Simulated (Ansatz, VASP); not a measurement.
# Cross-check of ZnO (zincite) between VASP and Ansatz

One calculation is typed for both programs; each brings its own data sets. How far apart do they land? The cell is taken from a series of runs on this material, whose earlier steps may have relaxed, scaled, displaced or heated it; both programs get it as it stands.

Method: plane waves, with VASP 6.6.1 beside it; LDA, in Ansatz 0.2.0.

**1. Starting point**

Symmetry: P6_3mc, No. 186, hexagonal system. Conventional cell: a = 3.144 Å, b = 3.144 Å, c = 5.085 Å, α = 90.00°, β = 90.00°, γ = 120.00°. Nearest to O lie 4 Zn at 1.92 Å. Nearest to Zn lie 4 O at 1.92 Å. Farther neighbours and most contacts between anions are not listed.

Coordinates:

```xyz
4
Lattice="3.1437 0.0000 0.0000 -1.5718 2.7225 0.0000 0.0000 0.0000 5.0850" Properties=species:S:1:pos:R:3 pbc="T T T"
O     1.5718    0.9075    1.9252
O     0.0000    1.8150    4.4676
Zn    0.0000    1.8150    2.5446
Zn    1.5718    0.9075    0.0021
```

**2. VASP: zone-centre phonons, LDA**

Second derivatives magnify differences that forces hide, and they need a tight electronic threshold.

Lines of VASP's logs that name or quote its potential files are left out, and so is its time.

INCAR reads:

```
SYSTEM = ZnO
PREC = Accurate
ENCUT = 600
EDIFF = 1E-08
NELM = 120
ISMEAR = 0
SIGMA = 0.01
LREAL = .FALSE.
ALGO = Normal
GGA = PW92
NBANDS = 24
LORBIT = 11
LWAVE = .FALSE.
LCHARG = .FALSE.
ISIF = 2
IBRION = 8
LEPSILON = .TRUE.
LASPH = .TRUE.
GGA_COMPAT = .FALSE.
EFERMI = MIDGAP
KPAR = 2
```

POSCAR reads:

```
ZnO
1.0
    3.1436938830      0.0000000000      0.0000000000
   -1.5718469415      2.7225187644      0.0000000000
    0.0000000000      0.0000000000      5.0849724236
O Zn
2 2
Direct
    0.6666666666      0.3333333332      0.3785965627
    0.3333333332      0.6666666666      0.8785965627
    0.3333333332      0.6666666666      0.5004134373
    0.6666666666      0.3333333332      0.0004134373
```

KPOINTS reads:

```
Automatic mesh
0
Gamma
15 15 10
0 0 0
```

PAW data sets: O and Zn (LDA family, release 64).

Started as:

```bash
mpirun -np 2 vasp_std
```

Numbers of over 12 decimals in the logs are rounded to 6 here.

The log of the run:

```text
[banner, memory and clock lines left out]
running    2 mpi-ranks, on    1 nodes
 distrk:  each k-point on    1 cores,    2 groups
 distr:  one band on    1 cores,    1 groups

 POSCAR found type information on POSCAR O Zn
 POSCAR found :  2 types and       4 ions
|                                                                             |
|               ----> ADVICE to this user running VASP <----                  |
|                                                                             |
|     You enforced a specific xc type in the INCAR file but a different       |
|     [... a line on the potential file left out ...]
|     I HOPE YOU KNOW WHAT YOU ARE DOING!                                     |
|                                                                             |

 LDA part: xc-table for (Slater(with rela. corr.)+PW92), standard interpolation
 POSCAR, INCAR and KPOINTS ok, starting setup
 FFT: planning ... GRIDC
 FFT: planning ... GRID_SOFT
 FFT: planning ... GRID
 WAVECAR not read
 entering main loop
       N       E                     dE             d eps       ncg     rms          rms(c)
DAV:   1     0.299234486665E+03    0.29923E+03   -0.20445E+04  7904   0.248E+03
DAV:   2     0.447359493571E+01   -0.29476E+03   -0.27953E+03  8432   0.459E+02
DAV:   3    -0.238021098784E+02   -0.28276E+02   -0.28064E+02  9008   0.147E+02
DAV:   4    -0.242483569056E+02   -0.44625E+00   -0.44603E+00  8920   0.192E+01
DAV:   5    -0.242511035548E+02   -0.27466E-02   -0.27466E-02  8992   0.146E+00    0.168E+01
DAV:   6    -0.210353323795E+02    0.32158E+01   -0.81276E+00 13184   0.650E+01    0.109E+01
DAV:   7    -0.211805693398E+02   -0.14524E+00   -0.25617E+00  7848   0.175E+01    0.624E+00
DAV:   8    -0.211687133726E+02    0.11856E-01   -0.61073E-01 10816   0.746E+00    0.166E+00
DAV:   9    -0.211178715027E+02    0.50842E-01   -0.12316E-01 12040   0.702E+00    0.315E-01
DAV:  10    -0.211203814037E+02   -0.25099E-02   -0.39823E-02  7856   0.143E+00    0.116E-01
DAV:  11    -0.211202256586E+02    0.15575E-03   -0.78310E-04 11248   0.294E-01    0.236E-02
DAV:  12    -0.211202367739E+02   -0.11115E-04   -0.43069E-05  9328   0.721E-02    0.168E-02
DAV:  13    -0.211202350095E+02    0.17644E-05   -0.33727E-06  9608   0.212E-02    0.828E-03
DAV:  14    -0.211202340905E+02    0.91904E-06   -0.27493E-06  8416   0.139E-02    0.201E-03
DAV:  15    -0.211202340248E+02    0.65631E-07   -0.15763E-07 10984   0.746E-03    0.858E-04
DAV:  16    -0.211202340231E+02    0.17699E-08   -0.46494E-08  7232   0.163E-03
   1 F= -.21120234E+02 E0= -.21120234E+02  d E =0.000000E+00
 Linear response reoptimize wavefunctions to high precision
DAV:   1    -0.211202340197E+02    0.33870E-08   -0.19571E-08 10032   0.123E-03
DAV:   2    -0.211202340198E+02   -0.11369E-09   -0.12281E-09  4240   0.325E-04
DAV:   3    -0.211202340198E+02   -0.14552E-10   -0.57915E-11  4256   0.701E-05
 Linear response G [H, r] |phi>, progress :
  Direction:   1
       N       E                     dE             d eps       ncg     rms
RMM:   1    -0.885769892660E+02   -0.88577E+02    0.41258E+02 16089   0.118E+02
 LRF_COMMUTATOR internal error: the vector H(1)-e(1) S(1) |phi(0)> is not orthog
 onal to |phi(0)> (-1.027227603393396E-004,8.782558014175379E-014)
 LRF_COMMUTATOR internal error: the vector H(1)-e(1) S(1) |phi(0)> is not orthog
 onal to |phi(0)> (1.027226413611725E-004,-8.051025124355959E-014)
 LRF_COMMUTATOR internal error: the vector H(1)-e(1) S(1) |phi(0)> is not orthog
 onal to |phi(0)> (-1.012049294270428E-004,-6.213779490948923E-015)
 LRF_COMMUTATOR internal error: the vector H(1)-e(1) S(1) |phi(0)> is not orthog
 onal to |phi(0)> (1.012049287414940E-004,2.690903055935223E-014)
RMM:   2    -0.927409606299E+02   -0.41640E+01   -0.11541E+01 11102   0.394E+01
 LRF_COMMUTATOR internal error: the vector H(1)-e(1) S(1) |phi(0)> is not orthog
 onal to |phi(0)> (-1.027227603370949E-004,7.336145579905917E-014)
 LRF_COMMUTATOR internal error: the vector H(1)-e(1) S(1) |phi(0)> is not orthog
 onal to |phi(0)> (1.027226413713497E-004,-6.782074901678925E-014)
 LRF_COMMUTATOR internal error: the vector H(1)-e(1) S(1) |phi(0)> is not orthog
 onal to |phi(0)> (-1.012049294232611E-004,-6.786238238021269E-015)
 LRF_COMMUTATOR internal error: the vector H(1)-e(1) S(1) |phi(0)> is not orthog
 onal to |phi(0)> (1.012049287419936E-004,2.310304725305912E-014)
RMM:   3    -0.932703878402E+02   -0.52943E+00   -0.11427E+00 13722   0.826E+00
RMM:   4    -0.932730362980E+02   -0.26485E-02   -0.10828E-02 13018   0.122E+00
RMM:   5    -0.932740587653E+02   -0.10225E-02    0.22394E-04 14081   0.284E-01
RMM:   6    -0.932741295019E+02   -0.70737E-04    0.90200E-04 13522   0.526E-02
RMM:   7    -0.932742102133E+02   -0.80711E-04    0.16318E-04 14137   0.135E-02
RMM:   8    -0.932742193594E+02   -0.91461E-05    0.77665E-05 13622   0.340E-03
[...]
RMM:   1    -0.425141671985E+00   -0.42514E+00   -0.16316E+00 36789   0.500E+00
RMM:   2    -0.485751137848E+00   -0.60609E-01   -0.13577E-02 47589   0.123E+00    0.103E+00
RMM:   3    -0.477843958204E+00    0.79072E-02   -0.61434E-03 46714   0.532E-01    0.579E-01
RMM:   4    -0.485822953253E+00   -0.79790E-02   -0.73716E-03 47486   0.630E-01    0.420E-02
RMM:   5    -0.486604673395E+00   -0.78172E-03   -0.38323E-04 48366   0.136E-01    0.152E-02
[...]
RMM:  10    -0.489445389471E+00   -0.48364E-06    0.12263E-09 11191   0.158E-04    0.194E-05
RMM:  11    -0.489445274865E+00    0.11461E-06    0.15174E-09  6146   0.478E-05    0.770E-06
 change of polarisation eV/A/(eV/A) component  3 :    -0.117    -0.093     0.943
 dielectric tensor                  component  3 :    -0.486    -0.388     4.922
 Linear response DOF=           4
 Linear response progress:
  Degree of freedom:   1/  4
       N       E                     dE             d eps       ncg     rms          rms(c)
RMM:   1    -0.360499774170E+00   -0.36050E+00    0.57487E-01120585   0.435E+00
RMM:   2    -0.350818836724E+00    0.96809E-02   -0.11383E-02 77107   0.117E+00    0.260E-01
RMM:   3    -0.352113569364E+00   -0.12947E-02   -0.10765E-03 90902   0.260E-01    0.144E-01
RMM:   4    -0.353545765830E+00   -0.14322E-02   -0.33338E-04 78799   0.117E-01    0.189E-02
RMM:   5    -0.353553061344E+00   -0.72955E-05   -0.15654E-05 95005   0.281E-02    0.390E-03
RMM:   6    -0.353458307646E+00    0.94754E-04   -0.11542E-06 79840   0.754E-03    0.996E-04
RMM:   7    -0.353458234427E+00    0.73219E-07   -0.13069E-07 96524   0.205E-03    0.348E-04
RMM:   8    -0.353455772897E+00    0.24615E-05    0.19949E-09 94845   0.407E-04    0.685E-05
RMM:   9    -0.353454637054E+00    0.11358E-05    0.21823E-09 86614   0.105E-04    0.204E-05
RMM:  10    -0.353455018451E+00   -0.38140E-06    0.15936E-09 85219   0.493E-05    0.457E-06
RMM:  11    -0.353455102127E+00   -0.83676E-07    0.31399E-09 95928   0.178E-05    0.234E-06
RMM:  12    -0.353455084694E+00    0.17433E-07   -0.71555E-10 82385   0.667E-06    0.494E-07
RMM:  13    -0.353455081105E+00    0.35896E-08   -0.11824E-09 46404   0.411E-06    0.193E-07
 first order change of Fermi-energy  -0.89886E-01
 force on displaced ion       1 direction 1 : -10.785  -0.000   0.000
 Born effective charge ion    1 direction 1 :  -2.049  -0.000   0.000
 Linear response progress:
  Degree of freedom:   2/  4
       N       E                     dE             d eps       ncg     rms          rms(c)
RMM:   1    -0.380884026632E+00   -0.38088E+00    0.58178E-01 25434   0.429E+00
RMM:   2    -0.370337400470E+00    0.10547E-01   -0.11372E-02 16019   0.119E+00    0.375E-01
RMM:   3    -0.371423932813E+00   -0.10865E-02   -0.15163E-03 17604   0.299E-01    0.189E-01
RMM:   4    -0.372601409776E+00   -0.11775E-02   -0.44656E-04 16491   0.139E-01    0.454E-02
RMM:   5    -0.372754027601E+00   -0.15262E-03   -0.34230E-05 19714   0.347E-02    0.113E-02
RMM:   6    -0.372616343422E+00    0.13768E-03   -0.69952E-06 17638   0.197E-02    0.328E-03
RMM:   7    -0.372633555076E+00   -0.17212E-04   -0.12034E-06 17667   0.570E-03    0.891E-04
RMM:   8    -0.372643917573E+00   -0.10362E-04   -0.71999E-07 18135   0.239E-03    0.535E-04
RMM:   9    -0.372636477668E+00    0.74399E-05    0.22253E-08 16285   0.801E-04    0.764E-05
RMM:  10    -0.372636171002E+00    0.30667E-06    0.23329E-08 20353   0.208E-04    0.395E-05
RMM:  11    -0.372636330664E+00   -0.15966E-06   -0.60273E-09 17405   0.713E-05    0.132E-05
RMM:  12    -0.372636273601E+00    0.57062E-07   -0.14325E-09 20234   0.242E-05    0.554E-06
RMM:  13    -0.372636321308E+00   -0.47706E-07   -0.18003E-09 18565   0.118E-05    0.157E-06
RMM:  14    -0.372636333890E+00   -0.12582E-07   -0.74086E-10 16891   0.660E-06    0.373E-07
RMM:  15    -0.372636333528E+00    0.36186E-09   -0.90628E-10  9417   0.470E-06    0.171E-07
 first order change of Fermi-energy   0.17675E+00
 force on displaced ion       1 direction 3 :  -0.000   0.000 -14.623
 Born effective charge ion    1 direction 3 :   0.000  -0.000  -2.104
 Linear response progress:
  Degree of freedom:   3/  4
       N       E                     dE             d eps       ncg     rms          rms(c)
RMM:   1    -0.210931788049E+00   -0.21093E+00    0.39437E-02100042   0.274E+00
RMM:   2    -0.208781313408E+00    0.21505E-02   -0.41037E-03 79654   0.654E-01    0.242E-01
RMM:   3    -0.208583771452E+00    0.19754E-03   -0.20602E-04 93976   0.108E-01    0.143E-01
RMM:   4    -0.208207079566E+00    0.37669E-03   -0.12032E-05 88381   0.352E-02    0.375E-03
RMM:   5    -0.208197170420E+00    0.99091E-05   -0.11949E-06 97930   0.726E-03    0.136E-03
RMM:   6    -0.208196177659E+00    0.99276E-06   -0.24065E-07 89891   0.211E-03    0.250E-04
RMM:   7    -0.208196150483E+00    0.27177E-07    0.21177E-08 98872   0.433E-04    0.132E-04
RMM:   8    -0.208195764663E+00    0.38582E-06    0.32630E-08 96338   0.169E-04    0.283E-05
RMM:   9    -0.208195780934E+00   -0.16271E-07    0.26131E-08 98315   0.534E-05    0.116E-05
RMM:  10    -0.208195749363E+00    0.31571E-07    0.17385E-08 90905   0.154E-05    0.158E-06
RMM:  11    -0.208195746994E+00    0.23698E-08   -0.82343E-09 89459   0.600E-06    0.355E-07
 first order change of Fermi-energy   0.13218E+00
 force on displaced ion       3 direction 1 : -10.098   0.001   0.000
 Born effective charge ion    3 direction 1 :   2.048  -0.000  -0.000
 Linear response progress:
  Degree of freedom:   4/  4
       N       E                     dE             d eps       ncg     rms          rms(c)
RMM:   1    -0.223399270823E+00   -0.22340E+00    0.40474E-02 21211   0.281E+00
RMM:   2    -0.218581534006E+00    0.48177E-02   -0.48890E-03 16673   0.738E-01    0.235E-01
RMM:   3    -0.218189520965E+00    0.39201E-03   -0.57037E-07 18971   0.140E-01    0.142E-01
RMM:   4    -0.217767131362E+00    0.42239E-03   -0.33577E-04 19647   0.972E-02    0.277E-02
RMM:   5    -0.217695991366E+00    0.71140E-04    0.49095E-05 18490   0.208E-02    0.558E-03
RMM:   6    -0.217709945203E+00   -0.13954E-04   -0.51680E-06 20864   0.704E-03    0.252E-03
RMM:   7    -0.217713062328E+00   -0.31171E-05   -0.56920E-08 18518   0.303E-03    0.799E-04
RMM:   8    -0.217713679289E+00   -0.61696E-06   -0.20477E-06 20561   0.101E-03    0.212E-04
RMM:   9    -0.217713513811E+00    0.16548E-06   -0.94590E-07 20251   0.307E-04    0.631E-05
RMM:  10    -0.217713521536E+00   -0.77247E-08    0.17456E-07 19628   0.970E-05    0.147E-05
RMM:  11    -0.217713554183E+00   -0.32647E-07   -0.14508E-07 20146   0.362E-05    0.329E-06
RMM:  12    -0.217713534328E+00    0.19855E-07    0.55793E-08 19894   0.939E-06    0.119E-06
RMM:  13    -0.217713542748E+00   -0.84203E-08    0.10224E-08 15953   0.416E-06    0.393E-07
 first order change of Fermi-energy  -0.17692E+00
 force on displaced ion       3 direction 3 :   0.000   0.000 -14.371
 Born effective charge ion    3 direction 3 :   0.000  -0.000   2.103
 Born effective charges drift removed
 Linear response finished
```

(Continued in part 2 of 3.)

[Lines on the potential files, build, host, timing and source positions are cut from VASP's logs without a mark.]

[Logs are printed without paths, hosts, clocks, repeated set-up lines and the standing remarks that a program may print on its own settings, such as how far it seeks lower states.]

[Hosts, paths, dates, database ids (printed as entryN), source tags and the programs' standing remarks are cut or masked in the printed files.]
